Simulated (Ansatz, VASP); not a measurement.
# Ge2SeN2 in two plane-wave programs, part 2 of 2

One calculation is typed for both programs; each brings its own data sets. How far apart do they land? The cell is taken from a series of runs on this material, whose earlier steps may have relaxed, scaled, displaced or heated it; both programs get it as it stands.

VASP 6.6.1 and Ansatz 0.2.0.

So far. Step 2 (VASP: single point, PBE): The run ends at a pressure of 0.45 GPa, with forces up to 0.036 eV/Å.

**6. VASP: single point, r2SCAN**

Level of this step: r2SCAN; plane waves and PAW (Ge_d, Se, N) (VASP).

With cell and atoms fixed, the geometry can't cause a difference; cores, projectors, grids and the points listed under the comparison can.

Input file INCAR:

```
SYSTEM = Ge2SeN2
PREC = Accurate
ENCUT = 660
EDIFF = 1E-06
NELM = 120
ISMEAR = 0
SIGMA = 0.01
LREAL = .FALSE.
ALGO = Normal
METAGGA = R2SCAN
LASPH = .TRUE.
NBANDS = 54
LORBIT = 11
LWAVE = .FALSE.
LCHARG = .FALSE.
ISIF = 2
GGA_COMPAT = .FALSE.
EFERMI = MIDGAP
LMIXTAU = .TRUE.
KPAR = 2
```

Input file POSCAR:

```
Ge2SeN2
1.0
    5.6390191657     -2.9515389733      0.0000000000
    5.6390191657      2.9515389733      0.0000000000
    0.0000000000      0.0000000000      5.1832370000
Ge Se N
4 2 4
Direct
    0.3338190000      0.0340300000      0.3337200000
    0.9659700000      0.6661810000      0.3337200000
    0.6661810000      0.9659700000      0.8337200000
    0.0340300000      0.3338190000      0.8337200000
    0.2898020000      0.7101980000      0.1740270000
    0.7101980000      0.2898020000      0.6740270000
    0.3467340000      0.0905590000      0.6812670000
    0.9094410000      0.6532660000      0.6812670000
    0.6532660000      0.9094410000      0.1812670000
    0.0905590000      0.3467340000      0.1812670000
```

Input file KPOINTS:

```
Automatic mesh
0
Gamma
4 4 4
0 0 0
```

The projector-augmented-wave data sets are Ge_d, Se and N (PBE family, release 64).

Started as:

```console
mpirun -np 2 vasp_std
```

Numbers of over 12 decimals in the logs are rounded to 6 here.

The log of the run:

```text
[banner, memory and clock lines left out]
running    2 mpi-ranks, on    1 nodes
[...]
|                                                                             |
|               ----> ADVICE to this user running VASP <----                  |
|                                                                             |
|     You enforced a specific xc type in the INCAR file but a different       |
|     [... a line on the potential file left out ...]
|     I HOPE YOU KNOW WHAT YOU ARE DOING!                                     |
|                                                                             |

 LDA part: xc-table for (None), standard interpolation
 POSCAR, INCAR and KPOINTS ok, starting setup
[...]
entering main loop
       N       E                     dE             d eps       ncg     rms          rms(c)
DAV:   1     0.130890676904E+04    0.13089E+04   -0.46049E+04  3032   0.429E+03
DAV:   2     0.175248982806E+03   -0.11337E+04   -0.10816E+04  2276   0.132E+03
DAV:   3    -0.114887187377E+03   -0.29014E+03   -0.28202E+03  2540   0.304E+02
DAV:   4    -0.144082670215E+03   -0.29195E+02   -0.28848E+02  2824   0.110E+02
[...]
DAV:  17    -0.122165265076E+03    0.15391E-04   -0.37653E-05  2478   0.579E-02    0.101E-02
DAV:  18    -0.122165313074E+03   -0.47997E-04   -0.21925E-05  2112   0.274E-02    0.319E-03
DAV:  19    -0.122165313274E+03   -0.20039E-06   -0.45139E-06  2316   0.135E-02
   1 F= -.12216531E+03 E0= -.12216531E+03  d E =0.000000E+00
```

Parts of OUTCAR (step 6):

```text
  Total       -3.4191414     -3.6305875     -3.6069188      0.0000000      0.0000000      0.0000000
  in kB      -31.7500550    -33.7135385    -33.4937512      0.0000000      0.0000000      0.0000000
  external PRESSURE =     -32.9857816 kB  Pullay stress =       0.0000000 kB

 POSITION                                       TOTAL-FORCE (eV/Angst)
 -----------------------------------------------------------------------------------
      2.07431     -0.88484      1.72975         0.069587     -0.027217     -0.043044
      9.20373     -0.88484      1.72975        -0.069587     -0.027217     -0.043044
      9.20373      0.88484      4.32137        -0.069587      0.027217     -0.043044
      2.07431      0.88484      4.32137         0.069587      0.027217     -0.043044
      5.63902      1.24082      0.90202         0.000000      0.208558      0.169328
      5.63902     -1.24082      3.49364         0.000000     -0.208558      0.169328
      2.46590     -0.75611      3.53117         0.023962      0.028065     -0.041621
      8.81213     -0.75611      3.53117        -0.023962      0.028065     -0.041621
      8.81213      0.75611      0.93955        -0.023962     -0.028065     -0.041621
      2.46590      0.75611      0.93955         0.023962     -0.028065     -0.041621
 -----------------------------------------------------------------------------------
    total drift:                               -0.000000     -0.000000     -0.018019

  FREE ENERGIE OF THE ION-ELECTRON SYSTEM (eV)
  ---------------------------------------------------
  free  energy   TOTEN  =      -122.1653132739 eV

  energy  without entropy=     -122.1653132739  energy(sigma->0) =     -122.16531327

[... 1 part as in an earlier step ...]

[... 2 further parts left out ...]
[key lines of the parts left out:]
E-fermi :   3.9356
```

The run ends at a pressure of -3.30 GPa, with forces up to 0.27 eV/Å.

**7. Ansatz: single point, r2SCAN**

The same cell, functional and mesh now go to Ansatz, which takes its cutoff from its data sets.

The cell is taken from a series of runs on this material, whose earlier steps may have relaxed, scaled, displaced or heated it; both programs get it as it stands.

Input file input.yaml:

```yaml
crystal:
  lattice:
    - [5.6390191657, -2.9515389733, 0.0]
    - [5.6390191657, 2.9515389733, 0.0]
    - [0.0, 0.0, 5.183237]
  atoms:
    - { symbol: Ge, position: [0.333819, 0.03403, 0.33372] }
    - { symbol: Ge, position: [0.96597, 0.666181, 0.33372] }
    - { symbol: Ge, position: [0.666181, 0.96597, 0.83372] }
    - { symbol: Ge, position: [0.03403, 0.333819, 0.83372] }
    - { symbol: Se, position: [0.289802, 0.710198, 0.174027] }
    - { symbol: Se, position: [0.710198, 0.289802, 0.674027] }
    - { symbol: "N", position: [0.346734, 0.090559, 0.681267] }
    - { symbol: "N", position: [0.909441, 0.653266, 0.681267] }
    - { symbol: "N", position: [0.653266, 0.909441, 0.181267] }
    - { symbol: "N", position: [0.090559, 0.346734, 0.181267] }
kpoints:
  mp_grid: { grid: [4, 4, 4] }
  band_path:
    path:
      - [0.0, 0.0, 0.0]
      - [0.5, 0.5, 0.0]
      - [0.31849043, 0.68150957, 0.0]
      - [-0.31849043, 0.31849043, 0.0]
      - [0.0, 0.0, 0.5]
      - [-0.31849043, 0.31849043, 0.5]
      - [0.31849043, 0.68150957, 0.5]
      - [0.5, 0.5, 0.5]
      - [0.0, 0.5, 0.4]
    npoints: 1
hamiltonian:
  xc: r2scan
  pseudopotentials: { kind: paw, azcp: { folder: soft_1 } }
scf:
  occupations: { method: fixed }
  n_extra_bands: 7
output:
  eigenvalues: true
  forces: true
  stress: true
  write_density: true
  write_potential: true
  elf: true
  volumetric_format: npy
```

Started as:

```console
ansatz run input.yaml --threads 2 --pin off --max-ram 92160MiB --backend cuda --events-out ev --progress --plain --runs-dir out --devices 1 --max-vram 13GiB
```

The log of the run:

```text
[...]
GPUs: using 1 of 1 available (devices: 1).
[...]
GPU FFT provider: cuFFT
GPU libraries: cuBLAS 13.8.2, cuFFT 12.4.0, cuSOLVER 12.3.4
Crystal: 10 atoms, lattice volume = 172.537 Å³
Basis set: ecut = 500 eV, 4389 PW (Γ), exchange–correlation on 192×192×160 points (64 copies of the dense FFT grid, shifted against one another)
[...]
k-point 0: bands = [... 50 lower, 5.4960, 6.1177, 6.2583, 6.3559, 8.5511, 9.9378, 9.9418, 11.3503, ... 3 higher]
  k-point 1: bands = [... 50 lower, 5.5163, 6.0061, 6.0787, 6.1573, 9.2712, 9.9944, 10.2646, 10.7466, ... 3 higher]
  k-point 2: bands = [... 50 lower, 5.7705, 5.7705, 6.1975, 6.1975, 9.8555, 9.8555, 9.9851, 9.9851, ... 3 higher]
  k-point 20: bands = [... 50 lower, 5.3780, 5.3780, 5.9591, 5.9591, 10.5488, 10.5488, 10.7859, 10.7859, ... 3 higher]
[key lines of the parts left out:]
SCF converged after 9 iterations
Free energy (F): -29708.512244 eV
Fermi energy:    6.481559 eV
P = ⅓ Tr σ = -3.6853 GPa (-36.853 kbar)
```

**8. Differences**

What differs besides the data sets and the points named for the pairs above, as far as they apply: VASP keeps PBE cores, Ansatz makes them for the functional; fixed occupations in Ansatz, narrow Gaussian smearing in VASP; the data sets hold 108 valence electrons in Ansatz (on its PAW soft_1 files) and 88 in VASP; the cutoff is 500 eV in Ansatz and 660 eV in VASP. Total energies have different zeros and are not compared.

Compared:

| quantity | Ansatz | VASP | difference |
| --- | --- | --- | --- |
| pressure (GPa) | -3.69 | -3.30 | -0.39 |
| gap on the k mesh (eV) | 2.070 | 2.052 | +0.017 |

Forces (eV/Å; atoms numbered as in POSCAR):

| atom | Ansatz x, y, z | VASP x, y, z |
| --- | --- | --- |
| Ge1 | 0.111, -0.009, -0.032 | 0.070, -0.027, -0.043 |
| Ge2 | -0.111, -0.009, -0.032 | -0.070, -0.027, -0.043 |
| Ge3 | -0.111, 0.009, -0.032 | -0.070, 0.027, -0.043 |
| Ge4 | 0.111, 0.009, -0.032 | 0.070, 0.027, -0.043 |
| Se5 | 0.000, 0.222, 0.180 | 0.000, 0.209, 0.169 |
| Se6 | 0.000, -0.222, 0.180 | 0.000, -0.209, 0.169 |
| N7 | 0.024, 0.039, -0.058 | 0.024, 0.028, -0.042 |
| N8 | -0.024, 0.039, -0.058 | -0.024, 0.028, -0.042 |
| N9 | -0.024, -0.039, -0.058 | -0.024, -0.028, -0.042 |
| N10 | 0.024, -0.039, -0.058 | 0.024, -0.028, -0.042 |

The forces differ by 19 meV/Å r.m.s., which is 23.9 % of the r.m.s. force of 0.079 eV/Å (both taken over all components). A gap on the mesh is an upper bound, since the band edges may lie between its points.

**9. Ansatz: single point, PBE, spin-orbit coupling**

With cell and atoms fixed, the geometry can't cause a difference; cores, projectors, grids and the points listed under the comparison can.

The cell is taken from a series of runs on this material, whose earlier steps may have relaxed, scaled, displaced or heated it; both programs get it as it stands.

Edit input.yaml of step 7 so:

```diff
@@ -31,7 +31,10 @@
 hamiltonian:
-  xc: r2scan
-  pseudopotentials: { kind: paw, azcp: { folder: soft_1 } }
+  xc: pbe
+  pseudopotentials: { kind: paw_fr, azcp: { folder: soft_1 } }
 scf:
   occupations: { method: fixed }
-  n_extra_bands: 7
+  n_extra_bands: 14
+magnetization:
+  noncollinear: true
+  spin_orbit: true
 output:
@@ -40,5 +43 @@
   stress: true
-  write_density: true
-  write_potential: true
-  elf: true
-  volumetric_format: npy
```

The log of the run:

```text
[...]
GPUs: using 1 of 1 available (devices: 1).
[...]
non-collinear run that drives no moment, with spin-orbit: no starting moment large enough to seed its density (crystal.atoms[].spin), no starting occupations that ask for one, no magnetisation constraint and no magnetic field, so the semilocal B_xc is pinned to zero
[...]
k-point 1: bands = [... 104 lower, 6.4158, 6.4158, 6.4745, 6.4745, 9.1868, 9.1868, 9.8889, 9.8889, ... 10 higher]
  k-point 2: bands = [... 104 lower, 6.4894, 6.4894, 6.4894, 6.4894, 9.7379, 9.7379, 9.7379, 9.7379, ... 10 higher]
  k-point 20: bands = [... 104 lower, 6.2679, 6.2679, 6.2679, 6.2679, 10.4008, 10.4008, 10.4008, 10.4008, ... 10 higher]
[key lines of the parts left out:]
SCF converged after 10 iterations
Magnetization: |M| = 0.0000 μB,  M = (+0.0000, +0.0000, +0.0000) μB
Free energy (F): -29655.057503 eV
Fermi energy:    6.852747 eV
P = ⅓ Tr σ = 0.7540 GPa (7.540 kbar)
```

**10. VASP: single point, PBE, spin-orbit coupling**

The same cell, functional and mesh now go to VASP, with its own data sets.

Input file INCAR:

```
SYSTEM = Ge2SeN2
PREC = Accurate
ENCUT = 600
EDIFF = 1E-06
NELM = 200
ISMEAR = 0
SIGMA = 0.01
LREAL = .FALSE.
ALGO = Normal
GGA = PE
LNONCOLLINEAR = .TRUE.
MAGMOM = 0 0 0 0 0 0 0 0 0 0 0 0 0 0 0 0 0 0 0 0 0 0 0 0 0 0 0 0 0 0
NBANDS = 108
GGA_COMPAT = .FALSE.
LASPH = .TRUE.
LSORBIT = .TRUE.
LORBIT = 11
LWAVE = .FALSE.
LCHARG = .FALSE.
ISIF = 2
EFERMI = MIDGAP
KPAR = 2
```

POSCAR is that of step 6.

KPOINTS is that of step 6.

Started as:

```console
mpirun -np 2 vasp_ncl
```

The log of the run:

```text
[... set-up lines as in an earlier step ...]
 entering main loop
       N       E                     dE             d eps       ncg     rms          rms(c)
DAV:   1     0.162844739516E+04    0.16284E+04   -0.37411E+04  8336   0.402E+03
DAV:   2     0.353997088017E+03   -0.12745E+04   -0.11865E+04  6048   0.130E+03
DAV:   3    -0.113409995767E+02   -0.36534E+03   -0.34163E+03  6468   0.323E+02
DAV:   4    -0.641614277185E+02   -0.52820E+02   -0.51452E+02  7308   0.136E+02
[...]
DAV:  13    -0.588861290049E+02   -0.28019E-04   -0.59143E-05  7080   0.627E-02    0.956E-03
DAV:  14    -0.588861332436E+02   -0.42387E-05   -0.79259E-06  7836   0.366E-02    0.502E-03
DAV:  15    -0.588861339774E+02   -0.73382E-06   -0.23947E-06  5856   0.110E-02
   1 F= -.58886134E+02 E0= -.58886134E+02  d E =0.000000E+00  mag=     0.0000     0.0000     0.0000
```

Parts of OUTCAR (step 10):

```text
  Total        0.3319765      0.4575627      0.5135612      0.0000000      0.0000000      0.0000000
  in kB        3.0827249      4.2489150      4.7689151      0.0000000      0.0000000      0.0000000
  external PRESSURE =       4.0335183 kB  Pullay stress =       0.0000000 kB

 POSITION                                       TOTAL-FORCE (eV/Angst)
 -----------------------------------------------------------------------------------
      2.07431     -0.88484      1.72975        -0.031429     -0.006443     -0.004551
      9.20373     -0.88484      1.72975         0.031429     -0.006443     -0.004551
      9.20373      0.88484      4.32137         0.031429      0.006443     -0.004551
      2.07431      0.88484      4.32137        -0.031429      0.006443     -0.004551
      5.63902      1.24082      0.90202         0.000000     -0.020574     -0.017053
      5.63902     -1.24082      3.49364         0.000000      0.020574     -0.017053
      2.46590     -0.75611      3.53117        -0.001453     -0.008030      0.013078
      8.81213     -0.75611      3.53117         0.001453     -0.008030      0.013078
      8.81213      0.75611      0.93955         0.001453      0.008030      0.013078
      2.46590      0.75611      0.93955        -0.001453      0.008030      0.013078
 -----------------------------------------------------------------------------------
    total drift:                                0.000000     -0.000000     -0.000468

  FREE ENERGIE OF THE ION-ELECTRON SYSTEM (eV)
  ---------------------------------------------------
  free  energy   TOTEN  =       -58.8861339774 eV

  energy  without entropy=      -58.8861339774  energy(sigma->0) =      -58.88613398

 magnetization (x)
# of ion       s       p       d       tot
------------------------------------------
    1       -0.000  -0.000   0.000   0.000
    2       -0.000  -0.000   0.000   0.000
    3        0.000   0.000  -0.000  -0.000
    4        0.000   0.000  -0.000  -0.000
    5       -0.000  -0.000   0.000  -0.000
    6        0.000   0.000  -0.000   0.000
    7        0.000   0.000   0.000   0.000
    8        0.000   0.000   0.000   0.000
    9       -0.000  -0.000   0.000  -0.000
   10       -0.000  -0.000   0.000  -0.000
--------------------------------------------------
tot          0.000  -0.000  -0.000  -0.000

 magnetization (y)
# of ion       s       p       d       tot
------------------------------------------
    1        0.000   0.000  -0.000  -0.000
    2       -0.000  -0.000   0.000   0.000
    3       -0.000  -0.000   0.000   0.000
    4        0.000   0.000  -0.000  -0.000
    5        0.000   0.000   0.000   0.000
    6        0.000   0.000   0.000   0.000
    7        0.000   0.000   0.000   0.000
    8       -0.000  -0.000   0.000  -0.000
    9       -0.000  -0.000   0.000  -0.000
   10        0.000   0.000   0.000   0.000
--------------------------------------------------
tot          0.000  -0.000   0.000  -0.000

 magnetization (z)
# of ion       s       p       d       tot
------------------------------------------
    1        0.000   0.000  -0.000   0.000
    2       -0.000  -0.000   0.000  -0.000
    3        0.000   0.000  -0.000   0.000
    4       -0.000  -0.000   0.000  -0.000
    5        0.000   0.000   0.000   0.000
    6        0.000   0.000   0.000   0.000
    7       -0.000   0.000   0.000   0.000
    8        0.000  -0.000   0.000  -0.000
    9       -0.000   0.000   0.000   0.000
   10        0.000  -0.000   0.000  -0.000
--------------------------------------------------
tot         -0.000  -0.000   0.000  -0.000

[... 1 part as in an earlier step ...]

[... 2 further parts left out ...]
[key lines of the parts left out:]
E-fermi :   4.0976
```

The run ends at a pressure of 0.40 GPa, with forces up to 0.032 eV/Å.

**11. Comparison**

What differs besides the data sets and the points named for the pairs above, as far as they apply: spin-orbit coupling enters by fully relativistic files in Ansatz and inside the spheres in VASP; the data sets hold 108 valence electrons in Ansatz (on its PAW fully relativistic soft_1 files) and 88 in VASP. Total energies have different zeros and are not compared.

Compared:

| quantity | Ansatz | VASP | difference |
| --- | --- | --- | --- |
| pressure (GPa) | 0.75 | 0.40 | +0.35 |
| gap on the k mesh (eV) | 1.626 | 1.635 | -0.008 |

At this near-relaxed geometry the largest component of a force difference is 40 meV/Å. A gap on the mesh is an upper bound, since the band edges may lie between its points.

**12. What came out**

```yaml
r_m_s_force_difference_single_point_pbe: 18 meV/Å
r_m_s_force_difference_single_point_r2scan: 19 meV/Å
r_m_s_force_difference_single_point_pbe_spin_orbit_coupling: 18 meV/Å
```

What this shows: The r.m.s. force difference is 19 meV/Å (single point, r2SCAN), beyond the 12 meV/Å picked in this series as the mark of a large difference. The data sets hold unlike numbers of valence electrons (108 in Ansatz and 88 in VASP), so part of the differences comes from the potentials. Single point, PBE, VASP with the data sets Ge_sv_GW, Se and N: the difference in pressure goes from 0.30 to 1.3 GPa; the difference in gap on the k mesh goes from -0.0077 to -0.0054 eV. What causes the difference of the single point, r2SCAN pair stays open here. What causes the difference of the single point, PBE, spin-orbit coupling pair stays open here. Such differences can come from data sets, numerical settings and the points named under the comparisons, not from the functional's error against experiment.

[Lines on the potential files, build, host, timing and source positions are cut from VASP's logs without a mark.]

[Logs are printed without paths, hosts, clocks, repeated set-up lines and the standing remarks that a program may print on its own settings, such as how far it seeks lower states.]

[Hosts, paths, dates, database ids (printed as entryN), source tags and the programs' standing remarks are cut or masked in the printed files.]
